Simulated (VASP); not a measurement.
# The (1 1 0) face of LiMg: relaxation and electronic structure, part 2 of 3

Wanted: how the (1 1 0) face of LiMg relaxes, and what it costs to take an electron out. The start is a computed cell from the Materials Project.

VASP 6.6.1, plane waves and PAW; the level of theory is named at each step.

So far. Step 2 (The bulk reference): Energy at zero smearing: -3.94702 eV.

## (3) Relaxing the slab

This step: LDA; plane waves and PAW (Li_sv, Mg_pv) (VASP 6.6.1).

System of this step: LiMg. The cell holds 10 atoms: 5 Li and 5 Mg. Cell: a = 3.553 Å, b = 4.777 Å, c = 24.555 Å, α = 90.0°, β = 90.0°, γ = 90.0°. It derives from LiMg. The (1 1 0) slab of LiMg, cut from the database cell. Vacuum lies along c.

The free atoms relax, while those held by selective dynamics keep their cut positions.

Input file INCAR:

```
SYSTEM = LiMg
PREC = Normal
ENCUT = 500
EDIFF = 1E-05
NELM = 120
ISMEAR = 1
SIGMA = 0.1
LREAL = .FALSE.
ALGO = Fast
GGA = CA
NBANDS = 37
LORBIT = 11
LWAVE = .FALSE.
LCHARG = .FALSE.
KPAR = 2
IBRION = 2
NSW = 40
ISIF = 2
EDIFFG = -0.03
POTIM = 0.4
MAXMIX = 40
IDIPOL = 3
LDIPOL = .TRUE.
DIPOL = 0.5 0.5 0.5
```

Input file POSCAR:

```
LiMg
1.0
    3.5526100000      0.0000000000      0.0000000000
    0.0000000000      4.7774750432      0.0000000000
    0.0000000000      0.0000000000     24.5549500864
Li Mg
5 5
Selective dynamics
Direct
    0.0000000000      0.5000000000      0.3054374000  F F F
    0.0000000000      0.0000000000      0.4027187000  F F F
    0.0000000000      0.5000000000      0.5000000000  T T T
    0.0000000000      0.0000000000      0.5972813000  T T T
    0.0000000000      0.5000000000      0.6945626000  T T T
    0.5000000000      0.0000000000      0.3054374000  F F F
    0.5000000000      0.5000000000      0.4027187000  F F F
    0.5000000000      0.0000000000      0.5000000000  T T T
    0.5000000000      0.5000000000      0.5972813000  T T T
    0.5000000000      0.0000000000      0.6945626000  T T T
```

Input file KPOINTS:

```
Automatic mesh
0
Gamma
8 6 1
0 0 0
```

PAW data sets: Li_sv and Mg_pv (LDA family, release 64).

On the command line:

```bash
$ mpirun -np 2 vasp_std
```

Output:

```text
[banner, memory and clock lines left out]
running    2 mpi-ranks, on    1 nodes
 distrk:  each k-point on    1 cores,    2 groups
 distr:  one band on    1 cores,    1 groups

 POSCAR found type information on POSCAR LiMg
 POSCAR found :  2 types and      10 ions
 LDA part: xc-table for (Slater(with rela. corr.)+CA(PZ))
 , standard interpolation
 POSCAR, INCAR and KPOINTS ok, starting setup
 FFT: planning ... GRIDC
 FFT: planning ... GRID_SOFT
 FFT: planning ... GRID
 WAVECAR not read
 entering main loop
       N       E                     dE             d eps       ncg     rms          rms(c)
DAV:   1     0.329129357026E+03    0.32913E+03   -0.33227E+04  2120   0.126E+03
DAV:   2     0.123570852310E+02   -0.31677E+03   -0.31168E+03  1655   0.382E+02
DAV:   3    -0.103998619142E+02   -0.22757E+02   -0.22491E+02  2169   0.857E+01
DAV:   4    -0.185274988580E+02   -0.81276E+01   -0.80176E+01  2904   0.313E+01
DAV:   5    -0.194999542665E+02   -0.97246E+00   -0.97165E+00  1966   0.126E+01    0.302E+00
RMM:   6    -0.184984116152E+02    0.10015E+01   -0.14463E+00  1662   0.524E+00    0.182E+00
RMM:   7    -0.182697714660E+02    0.22864E+00   -0.52772E-01  1809   0.341E+00    0.101E+00
RMM:   8    -0.181940788672E+02    0.75693E-01   -0.34929E-01  1788   0.202E+00    0.400E-01
RMM:   9    -0.182596004604E+02   -0.65522E-01   -0.87312E-02  1886   0.124E+00    0.635E-01
RMM:  10    -0.181868663138E+02    0.72734E-01   -0.27801E-02  1827   0.754E-01    0.135E-01
RMM:  11    -0.181874077262E+02   -0.54141E-03   -0.12450E-02  1954   0.437E-01    0.910E-02
RMM:  12    -0.181883988879E+02   -0.99116E-03   -0.59335E-03  1974   0.273E-01    0.376E-02
RMM:  13    -0.181888997699E+02   -0.50088E-03   -0.39024E-03  2027   0.187E-01    0.262E-02
RMM:  14    -0.181895288666E+02   -0.62910E-03   -0.23176E-03  1569   0.131E-01    0.101E-02
RMM:  15    -0.181897891734E+02   -0.26031E-03   -0.18337E-03  1447   0.103E-01    0.708E-03
RMM:  16    -0.181900687013E+02   -0.27953E-03   -0.11097E-03  1396   0.818E-02    0.465E-03
RMM:  17    -0.181902890238E+02   -0.22032E-03   -0.87277E-04  1381   0.668E-02    0.333E-03
RMM:  18    -0.181904564613E+02   -0.16744E-03   -0.62179E-04  1338   0.549E-02    0.206E-03
RMM:  19    -0.181905663928E+02   -0.10993E-03   -0.49060E-04  1280   0.460E-02    0.106E-03
RMM:  20    -0.181906216565E+02   -0.55264E-04   -0.35347E-04  1242   0.392E-02    0.882E-04
RMM:  21    -0.181906516682E+02   -0.30012E-04   -0.28679E-04  1130   0.342E-02    0.113E-03
RMM:  22    -0.181906727010E+02   -0.21033E-04   -0.21520E-04  1021   0.307E-02    0.206E-03
RMM:  23    -0.181906925856E+02   -0.19885E-04   -0.18116E-04   922   0.281E-02    0.144E-03
RMM:  24    -0.181907058351E+02   -0.13250E-04   -0.13817E-04   870   0.260E-02    0.139E-03
RMM:  25    -0.181907170290E+02   -0.11194E-04   -0.11949E-04   853   0.244E-02    0.156E-03
RMM:  26    -0.181907252506E+02   -0.82216E-05   -0.88910E-05   750   0.230E-02
   1 F= -.18190725E+02 E0= -.18192313E+02  d E =-.181907E+02
 curvature:   0.00 expect dE= 0.000E+00 dE for cont linesearch  0.000E+00
 trial: gam= 0.00000 g(F)=  0.327E-02 g(S)=  0.000E+00 ort = 0.000E+00 (trialstep = 0.100E+01)
 search vector abs. value=  0.327E-02
 bond charge predicted
       N       E                     dE             d eps       ncg     rms          rms(c)
DAV:   1    -0.181932626898E+02   -0.25457E-02   -0.17890E+00  1771   0.460E+00    0.190E-02
RMM:   2    -0.181938571595E+02   -0.59447E-03   -0.61670E-03  1430   0.379E-01    0.177E-02
RMM:   3    -0.181939589990E+02   -0.10184E-03   -0.97863E-04  1503   0.174E-01    0.159E-02
RMM:   4    -0.181939813931E+02   -0.22394E-04   -0.20509E-04  1225   0.830E-02    0.161E-02
RMM:   5    -0.181939879180E+02   -0.65248E-05   -0.63581E-05  1110   0.474E-02
   2 F= -.18193988E+02 E0= -.18195587E+02  d E =-.326267E-02
[... from here on, the cycles between the ionic steps are left out ...]
   3 F= -.18202876E+02 E0= -.18204470E+02  d E =-.121507E-01
   4 F= -.18216150E+02 E0= -.18217626E+02  d E =-.254250E-01
   5 F= -.18223519E+02 E0= -.18224883E+02  d E =-.327933E-01
   6 F= -.18223335E+02 E0= -.18224724E+02  d E =-.326102E-01
   7 F= -.18223426E+02 E0= -.18224814E+02  d E =-.327003E-01
   8 F= -.18230767E+02 E0= -.18232146E+02  d E =-.734161E-02
   9 F= -.18240307E+02 E0= -.18241705E+02  d E =-.168814E-01
  10 F= -.18236541E+02 E0= -.18238136E+02  d E =-.131151E-01
  11 F= -.18242548E+02 E0= -.18243997E+02  d E =-.191229E-01
  12 F= -.18250026E+02 E0= -.18251548E+02  d E =-.747716E-02
  13 F= -.18255919E+02 E0= -.18257588E+02  d E =-.133706E-01
  14 F= -.18256078E+02 E0= -.18257739E+02  d E =-.135294E-01
  15 F= -.18258980E+02 E0= -.18260805E+02  d E =-.290252E-02
  16 F= -.18260203E+02 E0= -.18262142E+02  d E =-.412504E-02
  17 F= -.18262709E+02 E0= -.18264620E+02  d E =-.250655E-02
 trial-energy change:   -0.002507  1 .order   -0.002509   -0.003462   -0.001557
 step:  15.6464(harm= 15.6464)  dis= 0.01568  next Energy=   -18.263348 (dE=-0.315E-02)
 bond charge predicted
       N       E                     dE             d eps       ncg     rms          rms(c)
DAV:   1    -0.182351610801E+02    0.27541E-01   -0.18849E+01  1504   0.225E+01    0.177E-01
RMM:   2    -0.182568735169E+02   -0.21712E-01   -0.22021E-01  1538   0.277E+00    0.112E-01
RMM:   3    -0.182617095639E+02   -0.48360E-02   -0.47749E-02  1608   0.130E+00    0.444E-02
RMM:   4    -0.182626543156E+02   -0.94475E-03   -0.82831E-03  1652   0.542E-01    0.222E-02
RMM:   5    -0.182629903966E+02   -0.33608E-03   -0.29469E-03  1685   0.280E-01    0.180E-02
RMM:   6    -0.182631352643E+02   -0.14487E-03   -0.13163E-03  1600   0.155E-01    0.172E-02
RMM:   7    -0.182632173921E+02   -0.82128E-04   -0.71381E-04  1412   0.929E-02    0.896E-03
RMM:   8    -0.182632642217E+02   -0.46830E-04   -0.40320E-04  1275   0.611E-02    0.425E-03
RMM:   9    -0.182632933340E+02   -0.29112E-04   -0.25886E-04  1201   0.448E-02    0.549E-03
RMM:  10    -0.182633099013E+02   -0.16567E-04   -0.15522E-04  1130   0.346E-02    0.610E-03
RMM:  11    -0.182633206686E+02   -0.10767E-04   -0.10411E-04  1066   0.274E-02    0.505E-03
RMM:  12    -0.182633270802E+02   -0.64116E-05   -0.63114E-05   965   0.227E-02
  18 F= -.18263327E+02 E0= -.18265155E+02  d E =-.312420E-02
 curvature: -19.94 expect dE=-0.191E-02 dE for cont linesearch -0.121E-04
 trial: gam= 0.22372 g(F)=  0.957E-04 g(S)=  0.000E+00 ort = 0.249E-04 (trialstep = 0.100E+02)
 search vector abs. value=  0.158E-03
 reached required accuracy - stopping structural energy minimisation
```

The job ended after 30 min (2 MPI ranks of Intel Xeon Platinum 8375C at 2.90GHz (Ice Lake), shared host; peak memory 0.73 GiB; 60 min of CPU time).

Parts of OUTCAR (step 3):

```text
  LATTYP: Found a simple orthorhombic cell.
 ALAT       =     3.5526100000
 B/A-ratio  =     1.3447789212
 C/A-ratio  =     6.9118057108

 Subroutine GETGRP returns: Found  8 space group operations
 (whereof  8 operations were pure point group operations)

The static configuration has the point symmetry D_2h.

 Found     20 irreducible k-points:

   k-points           NKPTS =     20   k-points in BZ     NKDIM =     20   number of bands    NBANDS=     37

   dimension x,y,z NGX =    20 NGY =   28 NGZ =  140
   dimension x,y,z NGXF=    40 NGYF=   56 NGZF=  280

   ENCUT  =  500.0 eV  36.75 Ry    6.06 a.u.   6.48  8.71 44.77*2*pi/ulx,y,z

   NELECT =      55.0000    total number of electrons

 dipolmoment           0.000000      0.000000     -0.012981 electrons x Angstroem

 E-fermi :  -1.0540

 k-point     1 :       0.0000    0.0000    0.0000
  band No.  band energies     occupation
    ...
     23      -5.0412      2.00000
     24      -3.6928      2.00000
     25      -2.1881      2.00000
     26      -1.4665      2.00000
     27      -1.1137      1.83723
     28      -0.8464     -0.01242
     29       0.1327     -0.00000
     30       0.2935     -0.00000
     31       0.9424     -0.00000
     32       1.4844      0.00000
    ...

 k-point     2 :       0.1250    0.0000    0.0000
  band No.  band energies     occupation
    ...
     22      -5.8371      2.00000
     23      -4.8762      2.00000
     24      -3.5266      2.00000
     25      -2.0150      2.00000
     26      -1.2921      2.00388
     27      -0.9374     -0.06977
     28      -0.6722     -0.00000
     29       0.3069     -0.00000
     30       0.4187     -0.00000
     31       0.9621      0.00000
    ...

  Total       -2.0845548     -1.3361603     -0.9361463      0.0000000      0.0000000      0.0000000
  in kB       -8.0138072     -5.1366990     -3.5988959      0.0000000      0.0000000      0.0000000
  external PRESSURE =      -5.5831340 kB  Pullay stress =       0.0000000 kB

  energy-cutoff  :      500.00
  volume of cell :      416.76
      direct lattice vectors                 reciprocal lattice vectors
     3.552610000  0.000000000  0.000000000     0.281483191  0.000000000  0.000000000
     0.000000000  4.777475043  0.000000000     0.000000000  0.209315588  0.000000000
     0.000000000  0.000000000 24.554950086     0.000000000  0.000000000  0.040724986

 POSITION                                       TOTAL-FORCE (eV/Angst)
 -----------------------------------------------------------------------------------
      0.00000      2.38874      7.50000         0.000000      0.000000      0.015312
      0.00000      0.00000      9.88874         0.000000      0.000000     -0.102434
      0.00000      2.38874     12.18516         0.000000      0.000000      0.012275
      0.00000      0.00000     14.36027         0.000000      0.000000      0.025798
      0.00000      2.38874     16.87277         0.000000      0.000000     -0.025709
      1.77631      0.00000      7.50000         0.000000      0.000000      0.268112
      1.77631      2.38874      9.88874         0.000000      0.000000     -0.165675
      1.77631      0.00000     12.14698         0.000000      0.000000     -0.028300
      1.77631      2.38874     14.51364         0.000000      0.000000     -0.009749
      1.77631      0.00000     16.56602         0.000000      0.000000      0.010371
 -----------------------------------------------------------------------------------
    total drift:                               -0.000000      0.000000      0.012357

  FREE ENERGIE OF THE ION-ELECTRON SYSTEM (eV)
  ---------------------------------------------------
  free  energy   TOTEN  =       -18.2633270802 eV

  energy  without entropy=      -18.2688114545  energy(sigma->0) =      -18.26515520

 reached required accuracy - stopping structural energy minimisation

 vacuum level on the upper side and lower side of the slab         2.516         2.681

 total charge
# of ion       s       p       d       tot
------------------------------------------
    1        2.026   0.060   0.000   2.086
    2        2.030   0.072   0.000   2.102
    3        2.030   0.074   0.000   2.103
    4        2.032   0.077   0.000   2.110
    5        2.025   0.058   0.000   2.084
    6        0.245   6.054   0.004   6.303
    7        0.229   6.078   0.007   6.314
    8        0.227   6.084   0.007   6.318
    9        0.228   6.082   0.007   6.317
   10        0.245   6.064   0.005   6.315
--------------------------------------------------
tot         11.317  30.704   0.030  42.051

[... 7 further parts left out ...]
```

CONTCAR:

```
LiMg
   1.00000000000000
     3.5526100000000000    0.0000000000000000    0.0000000000000000
     0.0000000000000000    4.7774750431999999    0.0000000000000000
     0.0000000000000000    0.0000000000000000   24.5549500864000017
  Li              Mg
     5     5
Selective dynamics
Direct
     0.0000000000000000    0.5000000000000000    0.3054374000000024   F   F   F
     0.0000000000000000    0.0000000000000000    0.4027187000000012   F   F   F
     0.0000000000000000    0.5000000000000000    0.4962404549759526   T   T   T
     0.0000000000000000    0.0000000000000000    0.5848217969276137   T   T   T
     0.0000000000000000    0.5000000000000000    0.6871431904691687   T   T   T
     0.5000000000000000    0.0000000000000000    0.3054374000000024   F   F   F
     0.5000000000000000    0.5000000000000000    0.4027187000000012   F   F   F
     0.5000000000000000    0.0000000000000000    0.4946856336568827   T   T   T
     0.5000000000000000    0.5000000000000000    0.5910676948588351   T   T   T
     0.5000000000000000    0.0000000000000000    0.6746507325000302   T   T   T
```

The run keeps the 4 symmetry operations of its start, so it cannot find a distortion of lower symmetry.

Step by step:

```csv
step,energy less that of the first step (eV),largest force (eV/Å)
1,0.0000,0.2820
2,-0.0033,0.2518
3,-0.0122,0.2328
4,-0.0254,0.1632
5,-0.0328,0.2472
6,-0.0326,0.1765
7,-0.0327,0.1913
8,-0.0400,0.1593
9,-0.0496,0.0922
10,-0.0458,0.2396
11,-0.0518,0.1413
12,-0.0593,0.0889
13,-0.0652,0.0640
14,-0.0654,0.0599
15,-0.0683,0.0458
16,-0.0695,0.0752
17,-0.0720,0.0333
18,-0.0726,0.0283
```

The atoms that moved most (Å):

```csv
atom,dx,dy,dz,length
Mg10,0.000,0.000,-0.489,0.489
Li4,0.000,0.000,-0.306,0.306
Li5,0.000,0.000,-0.182,0.182
Mg9,0.000,0.000,-0.153,0.153
Mg8,0.000,0.000,-0.130,0.130
Li3,0.000,0.000,-0.092,0.092
```

Final coordinates:

```xyz
10
Lattice="3.5526 0.0000 0.0000 0.0000 4.7775 0.0000 0.0000 0.0000 24.5550" Properties=species:S:1:pos:R:3
Li    0.0000    2.3887    7.5000
Li    0.0000    0.0000    9.8887
Li    0.0000    2.3887   12.1852
Li    0.0000    0.0000   14.3603
Li    0.0000    2.3887   16.8728
Mg    1.7763    0.0000    7.5000
Mg    1.7763    2.3887    9.8887
Mg    1.7763    0.0000   12.1470
Mg    1.7763    2.3887   14.5136
Mg    1.7763    0.0000   16.5660
```

This step gave:

* electronic cycles: 230
* electrons: 55
* free energy (TOTEN): -18.26 eV
* energy at zero smearing: -18.27 eV
* Fermi energy: -1.054 eV
* dipole moment: 0, 0, -0.01298 e·Å

The run ended after 18 ionic steps, 0.073 eV below its first step, once the forces on the free atoms met EDIFFG = -0.03.

Only the dipole across the slab is computed (IDIPOL = 3); zeros along the plane are no results.

[end of part 2 of 3]

[Lines on the potential files, build, host, timing and source positions are cut from VASP's logs without a mark.]

[Logs are printed without paths, hosts, clocks, repeated set-up lines and the standing remarks that a program may print on its own settings, such as how far it seeks lower states.]

[Hosts, paths, dates, database ids (printed as entryN), source tags and the programs' standing remarks are cut or masked in the printed files.]

[In band tables of VASP the shares of atoms and orbitals are scaled to a sum of 1 inside the atoms' spheres.]

[Runs that stopped without an error message from VASP are left out.]

[VASP counts the dipole in electrons times Å, so a positive number points the physical dipole along −c.]
